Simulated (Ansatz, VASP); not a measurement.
# Ta5C (Ta(110), 5 layers, one monolayer of C on longbridge sites) in two plane-wave programs, part 2 of 2

Aim: how closely do two programs agree when they are given the same cell, functional and k mesh? Of the first pair: The structure shown is the start of the Ansatz relaxation below; VASP solves that cell, so the two are compared at the walk's first step.

VASP 6.6.1 and Ansatz 0.2.0.

So far. Step 4 (Comparison): The forces differ by 5.3 meV/Å r.m.s., which is 0.5 % of the r.m.s. force of 1.134 eV/Å (both taken over all components). With vacuum in the cell, a pressure given here is an average over mostly empty space and none of the material.

**5. Ansatz: relaxation, PBE**

Level of this step: Ansatz beside VASP: Kohn-Sham DFT, plane waves, PBE (Ansatz).

This run makes the geometry at which the two programs are then compared.

The structure compared here is the end of the Ansatz relaxation.

The input, input.yaml:

```yaml
crystal:
  lattice:
    - [2.3405234457, -1.655, 0.0]
    - [2.3405234457, 1.655, 0.0]
    - [0.0, 0.0, 28.3620937829]
  atoms:
    - { symbol: Ta, position: [0.0, 0.0, 0.2926441208] }
    - { symbol: Ta, position: [0.5, 0.5, 0.3751670637] }
    - { symbol: Ta, position: [0.0, 0.0, 0.4576900066] }
    - { symbol: Ta, position: [0.5, 0.5, 0.5402129495] }
    - { symbol: Ta, position: [0.0, 0.0, 0.6227358924] }
    - { symbol: C, position: [0.5, 0.5, 0.6869077441] }
kpoints:
  mp_grid: { grid: [10, 10, 1] }
hamiltonian:
  xc: pbe
scf:
  occupations: { method: fermi_dirac, width: 0.1 }
  convergence: { dr2_threshold: 1.0e-08 }
efield:
  axis: 3
  dipole_correction: true
  ramp_position: 0.97
  ramp_width: 0.04
relax:
  f_tol: 0.01
  constraints: [{ sites: [0, 1, 2] }]
output:
  write_potential: true
  write_density: true
  volumetric_format: npy
```

Launch:

```sh
ansatz run input.yaml --threads 4 --pin off --max-ram 8192MiB --backend cpu --events-out ev --progress --plain --runs-dir out
```

Numbers of over 12 decimals in the logs are rounded to 6 here.

What it wrote:

```text
[...]
Crystal: 6 atoms, lattice volume = 219.725 Å³
Basis set: ecut = 420 eV, 4309 PW (Γ), exchange–correlation on 40×40×384 points (8 copies of the dense FFT grid, shifted against one another)
Bands: 42, of which v1, the nominal top of the filled ones, is band 35 counted from 1 (34 counted from 0)
Symmetry: 4 space group operations
[...]
F+E_penalty+E_count = -49908.95390889 eV   max|allowed force component| = 1.341e-3 eV/Å
  atoms:
    - { symbol: Ta, position: [0.0, 0.0, 0.2926441208] }
    - { symbol: Ta, position: [0.5, 0.5, 0.375167] }
    - { symbol: Ta, position: [0.0, 0.0, 0.4576900066] }
    - { symbol: Ta, position: [0.5, 0.5, 0.538955] }
    - { symbol: Ta, position: [0.0, 0.0, 0.626395] }
    - { symbol: C, position: [0.5, 0.5, 0.663991] }
[key lines of the parts left out:]
SCF converged after 7 iterations
Free energy (F): -49908.953909 eV
Fermi energy:    5.006210 eV
Dipole field:    D = -0.044838 V/Å  (p = -0.054445 e·Å, saw-weighted, corrected)
Work function:   Φ+ = 6.0703 eV   Φ− = 4.7987 eV
```

**6. VASP: single point, PBE, relaxed cell, pair 2**

The same cell, functional, mesh and smearing now go to VASP, with its own data sets.

The input, INCAR:

```
SYSTEM = Ta5C
PREC = Accurate
ENCUT = 520
EDIFF = 1E-06
NELM = 120
ISMEAR = -1
SIGMA = 0.1
LREAL = .FALSE.
ALGO = Normal
GGA = PE
NBANDS = 36
LASPH = .TRUE.
LORBIT = 11
LWAVE = .FALSE.
LCHARG = .FALSE.
ISIF = 2
LDIPOL = .TRUE.
IDIPOL = 3
DIPOL = 0.5 0.5 0.495
LVHAR = .TRUE.
GGA_COMPAT = .FALSE.
NELMDL = -8
KPAR = 2
```

The input, POSCAR:

```
Ta5C
1.0
    2.3405234457     -1.6550000000      0.0000000000
    2.3405234457      1.6550000000      0.0000000000
    0.0000000000      0.0000000000     28.3620937829
Ta C
5 1
Direct
    0.0000000000      0.0000000000      0.2926441208
    0.5000000000      0.5000000000      0.3751670637
    0.0000000000      0.0000000000      0.4576900066
    0.5000000000      0.5000000000      0.5389551226
    0.0000000000      0.0000000000      0.6263946337
    0.5000000000      0.5000000000      0.6639914579
```

The input, KPOINTS:

```
Automatic mesh
0
Gamma
10 10 1
0 0 0
```

Potentials, in the order of the species: Ta_pv and C (PBE family, release 64).

Launch:

```sh
mpirun -np 2 vasp_std
```

What it wrote:

```text
[... set-up lines as in an earlier step ...]
 entering main loop
       N       E                     dE             d eps       ncg     rms          rms(c)
DAV:   1     0.519725876833E+03    0.51973E+03   -0.33134E+04  2720   0.147E+03
DAV:   2    -0.445348183182E+02   -0.56426E+03   -0.55515E+03  2652   0.402E+02
DAV:   3    -0.701782547912E+02   -0.25643E+02   -0.24956E+02  2944   0.748E+01
DAV:   4    -0.710700076737E+02   -0.89175E+00   -0.87804E+00  2944   0.130E+01
[...]
DAV:  41    -0.650351762587E+02   -0.24296E-05   -0.30715E-07  1420   0.258E-03    0.863E-04
DAV:  42    -0.650351781661E+02   -0.19075E-05   -0.21299E-07  1404   0.206E-03    0.765E-04
DAV:  43    -0.650351788073E+02   -0.64118E-06   -0.86438E-08  1296   0.160E-03
   1 F= -.65035179E+02 E0= -.64942132E+02  d E =-.186095E+00
```

Parts of OUTCAR (step 6):

```text
  Total        0.5829972      5.7315572     -0.7468058      0.0000000      0.0000000      0.0000000
  in kB        4.2510656     41.7930371     -5.4455157      0.0000000      0.0000000      0.0000000
  external PRESSURE =      13.5328623 kB  Pullay stress =       0.0000000 kB

 POSITION                                       TOTAL-FORCE (eV/Angst)
 -----------------------------------------------------------------------------------
      0.00000      0.00000      8.30000         0.000000      0.000000      0.427427
      2.34052      0.00000     10.64052         0.000000      0.000000     -0.495548
      0.00000      0.00000     12.98105         0.000000      0.000000      0.060791
      2.34052      0.00000     15.28590         0.000000      0.000000     -0.003468
      0.00000      0.00000     17.76586        -0.000000      0.000000     -0.065957
      2.34052      0.00000     18.83219         0.000000      0.000000      0.076754
 -----------------------------------------------------------------------------------
    total drift:                               -0.000000      0.000000      0.000262

  FREE ENERGIE OF THE ION-ELECTRON SYSTEM (eV)
  ---------------------------------------------------
  free  energy   TOTEN  =       -65.0351788073 eV

  energy  without entropy=      -64.8490842829  energy(sigma->0) =      -64.94213155

[... 2 parts as in an earlier step ...]

[... 1 further part left out ...]
[key lines of the parts left out:]
E-fermi :  -0.4802
```

**7. Differences**

What differs besides the data sets and the points named for the pairs above, as far as they apply: the data sets hold 69 valence electrons in Ansatz (on its default PAW (the set named soft_2) files) and 59 in VASP. Total energies have different zeros and are not compared.

Compared:

```
                                   quantity  Ansatz  VASP  difference
 work function, lower of the two faces (eV)    4.80  4.80        0.00
work function, higher of the two faces (eV)    6.07  6.07        0.00
```

Forces (eV/Å; atoms numbered as in POSCAR):

```
atom        Ansatz x, y, z          VASP x, y, z
 Ta1   0.000, 0.000, 0.429   0.000, 0.000, 0.427
 Ta2  0.000, 0.000, -0.488  0.000, 0.000, -0.496
 Ta3   0.000, 0.000, 0.058   0.000, 0.000, 0.061
 Ta4   0.000, 0.000, 0.001  0.000, 0.000, -0.003
 Ta5   0.000, 0.000, 0.000  0.000, 0.000, -0.066
  C6   0.000, 0.000, 0.001   0.000, 0.000, 0.077
```

The forces differ by 24 meV/Å r.m.s., which is 15.1 % of the r.m.s. force of 0.157 eV/Å (both taken over all components). With vacuum in the cell, a pressure given here is an average over mostly empty space and none of the material.

**8. Outcome**

* r.m.s. force difference (single point, PBE, start cell, pair 1): 0.47 % of the r.m.s. force
* r.m.s. force difference (single point, PBE, relaxed cell, pair 2): 24 meV/Å

In words: The r.m.s. force difference is 24 meV/Å (single point, PBE, relaxed cell, pair 2), beyond the 12 meV/Å picked in this series as the mark of a large difference. The data sets hold unlike numbers of valence electrons (69 in Ansatz and 59 in VASP), so part of the differences comes from the potentials. What causes the difference of the single point, PBE, relaxed cell, pair 2 pair stays open here. VASP runs on this material, other cells of it included, that failed, so that no pair exists: single point, PBE (not converged) and single point, PBE (timeout). How closely two codes agree says nothing of how well the functional describes the real material.

[Lines on the potential files, build, host, timing and source positions are cut from VASP's logs without a mark.]

[Logs are printed without paths, hosts, clocks, repeated set-up lines and the standing remarks that a program may print on its own settings, such as how far it seeks lower states.]

[Hosts, paths, dates, database ids (printed as entryN), source tags and the programs' standing remarks are cut or masked in the printed files.]
